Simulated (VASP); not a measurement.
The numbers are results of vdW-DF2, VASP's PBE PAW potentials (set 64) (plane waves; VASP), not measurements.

Input for VASP

**INCAR**
```
SYSTEM = BaZrO3
PREC = Accurate; ENCUT = 520; LREAL = .FALSE.
LASPH = .TRUE.; ICHARG = 11
EDIFF = 1E-7; NELM = 100; ALGO = Normal
LMAXMIX = 4
ISMEAR = 0; SIGMA = 0.05
GGA = ML; LUSE_VDW = .TRUE.; AGGAC = 0.0
ZAB_VDW = -1.8867
LWAVE = .FALSE.; LCHARG = .FALSE.; LORBIT = 11
```

### POSCAR
```
BaZrO3
1.0
  4.2970745968   0.0000000000   0.0000000000
  0.0000000000   4.2970745968   0.0000000000
  0.0000000000   0.0000000000   4.2970745968
Ba Zr O
1 1 3
Cartesian
  0.0000000000   0.0000000000   0.0000000000
  2.1485372984   2.1485372984   2.1485372984
  2.1485372984   0.0000000000   2.1485372984
  0.0000000000   2.1485372984   2.1485372984
  2.1485372984   2.1485372984   0.0000000000
```

KPOINTS:
```
k-points along high-symmetry lines
15
Line-mode
Reciprocal
  0.000000   0.000000   0.000000 ! GAMMA
  0.000000   0.500000   0.000000 ! X

  0.000000   0.500000   0.000000 ! X
  0.500000   0.500000   0.000000 ! M

  0.500000   0.500000   0.000000 ! M
  0.000000   0.000000   0.000000 ! GAMMA

  0.000000   0.000000   0.000000 ! GAMMA
  0.500000   0.500000   0.500000 ! R

  0.500000   0.500000   0.500000 ! R
  0.000000   0.500000   0.000000 ! X

  0.500000   0.500000   0.500000 ! R
  0.500000   0.500000   0.000000 ! M
```

POTCAR, in this order: Ba_sv Zr_sv O (PBE.64 set). Program: vasp_std. Read from the step before: CHGCAR.

Output of the run:

**OSZICAR**
```
       N       E                     dE             d eps       ncg     rms          rms(c)
DAV:   1     0.330692670048E+03    0.33069E+03   -0.22236E+04  4320   0.163E+03
DAV:   2    -0.661843492658E+01   -0.33731E+03   -0.33243E+03  5544   0.384E+02
DAV:   3    -0.306207329893E+02   -0.24002E+02   -0.23544E+02  7392   0.918E+01
DAV:   4    -0.312495813648E+02   -0.62885E+00   -0.62864E+00  5848   0.132E+01
DAV:   5    -0.312727869278E+02   -0.23206E-01   -0.23205E-01  6504   0.163E+00
DAV:   6    -0.312730397410E+02   -0.25281E-03   -0.25281E-03  5744   0.202E-01
DAV:   7    -0.312730437663E+02   -0.40254E-05   -0.40252E-05  6536   0.230E-02
DAV:   8    -0.312730438410E+02   -0.74685E-07   -0.74831E-07  5848   0.311E-03
   1 F= -.31273044E+02 E0= -.31273044E+02  d E =-.413798E-27
```

**OUTCAR**
```
 val. band max:        3.2384544445   @ k =   0.5000   0.5000   0.5000

 cond. band min:       6.3906616049   @ k =   0.0000   0.0000   0.0000



 k-point     1 :       0.0000    0.0000    0.0000
  band No.  band energies     occupation
      1     -44.4870      2.00000
      2     -22.4311      2.00000
      3     -22.4311      2.00000
      4     -22.4311      2.00000
      5     -22.3085      2.00000
      6     -12.9021      2.00000
      7     -12.5848      2.00000
      8     -12.5848      2.00000
      9      -7.3978      2.00000
     10      -7.3978      2.00000
     11      -7.3978      2.00000
     12       1.7391      2.00000
     13       1.7391      2.00000
     14       1.7391      2.00000
     15       2.3769      2.00000
     16       2.3769      2.00000
     17       2.3769      2.00000
     18       2.9532      2.00000
     19       2.9532      2.00000
     20       2.9532      2.00000
     21       6.3907      0.00000
     22       6.3907      0.00000
     23       6.3907      0.00000
     24       7.8954      0.00000

 k-point     2 :       0.0000    0.0357    0.0000
  band No.  band energies     occupation
      1     -44.4870      2.00000
      2     -22.4357      2.00000
      3     -22.4310      2.00000
      4     -22.4310      2.00000
      5     -22.3054      2.00000
      6     -12.9002      2.00000
      7     -12.5846      2.00000
      8     -12.5802      2.00000
      9      -7.3971      2.00000
     10      -7.3971      2.00000
     11      -7.3960      2.00000
     12       1.7207      2.00000
     13       1.7363      2.00000
     14       1.7363      2.00000
     15       2.3654      2.00000
     16       2.3654      2.00000
     17       2.3681      2.00000
     18       2.9198      2.00000
     19       2.9480      2.00000
     20       2.9480      2.00000
     21       6.3945      0.00000
     22       6.4172      0.00000
     23       6.4172      0.00000
     24       7.9150      0.00000

...
```

The density is held fixed in this step, so its total energy and stress have no physical meaning. Unless said otherwise, spin-orbit coupling is left out, though it shifts the bands of the heavy elements here.

The compound is BaZrO3 in the cubic perovskite structure. It was relaxed first, which changed the volume by +8 %.
